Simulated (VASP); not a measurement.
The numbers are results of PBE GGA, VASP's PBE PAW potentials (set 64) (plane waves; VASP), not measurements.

The input files of a VASP run:

### INCAR
```
! general
SYSTEM =Ir
PREC   =Accurate
ENCUT  =400   ! plane-wave cut-off (eV)
LREAL  =F   ! projection in real space or not
LASPH  =T   ! aspherical one-centre terms

! electronic loop
EDIFF  =1E-2   ! SCF stop (eV)
NELM   =100
ALGO   =Normal   ! blocked Davidson
LMAXMIX=6   ! l cut-off of mixed one-centre charges

! smearing
ISMEAR =1
SIGMA  =0.1   ! width (eV)

! functional
GGA    =PE   ! PBE

! ions
ISIF   =2   ! forces and stress, cell fixed

! output
LWAVE  =F
LCHARG =F
```

**POSCAR**
```
Ir
1.920
  0.0000000000   1.0000000000   1.0000000000
  1.0000000000   0.0000000000   1.0000000000
  1.0000000000   1.0000000000   0.0000000000
Ir
1
Cartesian
  0.0000000000   0.0000000000   0.0000000000
```

File KPOINTS:
```
Automatic mesh
0
Gamma
15 15 15
0 0 0
```

POTCAR, in this order: Ir (PBE.64 set). Program: vasp_std.

Output

**OSZICAR**
```
       N       E                     dE             d eps       ncg     rms          rms(c)
DAV:   1     0.310449196305E+02    0.31045E+02   -0.38087E+03  2080   0.814E+02
DAV:   2    -0.890369461893E+01   -0.39949E+02   -0.37747E+02  1928   0.180E+02
DAV:   3    -0.939764917828E+01   -0.49395E+00   -0.49343E+00  2752   0.268E+01
DAV:   4    -0.940069013116E+01   -0.30410E-02   -0.30408E-02  2552   0.152E+00
DAV:   5    -0.940070051714E+01   -0.10386E-04   -0.10386E-04  1896   0.595E-02    0.152E+01
DAV:   6    -0.894015600871E+01    0.46054E+00   -0.94865E-01  2208   0.135E+01    0.629E+00
DAV:   7    -0.885097652440E+01    0.89179E-01   -0.31873E-01  2488   0.731E+00    0.153E+00
DAV:   8    -0.884590041055E+01    0.50761E-02   -0.17233E-03   992   0.671E-01
   1 F= -.88459004E+01 E0= -.88457804E+01  d E =-.360037E-03
```

OUTCAR:
```
------------------------ aborting loop because EDIFF is reached ----------------------------------------
  FORCE on cell =-STRESS in cart. coord.  units (eV):
  Direction    XX          YY          ZZ          XY          YZ          ZX
  --------------------------------------------------------------------------------------
  Total        1.2207990      1.2207990      1.2207990      0.0000000      0.0000000      0.0000000
  in kB      138.1723200    138.1723200    138.1723200      0.0000000      0.0000000      0.0000000
  external PRESSURE =     138.1723200 kB  Pullay stress =       0.0000000 kB
  volume of cell :       14.16
      direct lattice vectors                 reciprocal lattice vectors
     0.000000000  1.920000000  1.920000000    -0.260416667  0.260416667  0.260416667
     1.920000000  0.000000000  1.920000000     0.260416667 -0.260416667  0.260416667
     1.920000000  1.920000000  0.000000000     0.260416667  0.260416667 -0.260416667
 POSITION                                       TOTAL-FORCE (eV/Angst)
 -----------------------------------------------------------------------------------
      0.00000      0.00000      0.00000        -0.000000      0.000000      0.000000
 -----------------------------------------------------------------------------------
    total drift:                                0.000000      0.000000      0.000000
  FREE ENERGIE OF THE ION-ELECTRON SYSTEM (eV)
  ---------------------------------------------------
  free  energy   TOTEN  =        -8.8459004105 eV

  energy  without entropy=       -8.8455403735  energy(sigma->0) =       -8.84578040
```
(Selected blocks of OUTCAR.)

### OUTCAR
```
 val. band max:       10.4306303599   @ k =  -0.3333   0.2667   0.0667

 cond. band min:      10.4528827016   @ k =  -0.3333   0.2000   0.0667


 Fermi energy:        10.4429566555

 k-point     1 :       0.0000    0.0000    0.0000
  band No.  band energies     occupation
      1      -0.7366      2.00000
      2       6.4963      2.00000
      3       6.4963      2.00000
      4       6.4963      2.00000
      5       9.1776      2.00000
      6       9.1776      2.00000
      7      24.7230      0.00000
      8      30.3011      0.00000

 k-point     2 :       0.0667    0.0000    0.0000
  band No.  band energies     occupation
      1      -0.5395      2.00000
      2       6.3918      2.00000
      3       6.5814      2.00000
      4       6.5814      2.00000
      5       9.1232      2.00000
      6       9.1232      2.00000
      7      25.0627      0.00000
      8      29.2881      0.00000

 k-point     3 :       0.1333    0.0000    0.0000
  band No.  band energies     occupation
      1       0.0220      2.00000
      2       6.1435      2.00000
      3       6.7878      2.00000
      4       6.7878      2.00000
      5       9.0269      2.00000
      6       9.0269      2.00000
      7      25.9484      0.00000
      8      27.4801      0.00000

 k-point     4 :       0.2000    0.0000    0.0000
  band No.  band energies     occupation
      1       0.8374      2.00000
      2       5.9362      2.00000
      3       6.9521      2.00000
      4       6.9521      2.00000
      5       9.0881      2.00000
      6       9.0881      2.00000
      7      25.5522      0.00000
      8      27.0021      0.00000

 k-point     5 :       0.2667    0.0000    0.0000
  band No.  band energies     occupation
      1       1.6564      2.00000
      2       6.0746      2.00000
      3       6.9067      2.00000
      4       6.9067      2.00000
      5       9.4931      2.00000
      6       9.4931      2.00000
      7      23.6927      0.00000
...
```

Unless said otherwise, spin-orbit coupling is left out, though it shifts the bands of the heavy elements here.

The compound is Ir in the fcc structure. The cell was not relaxed at this level. The run is one of a series of settings (EDIFF = 1E-2 against the base run), some of them coarse on purpose.
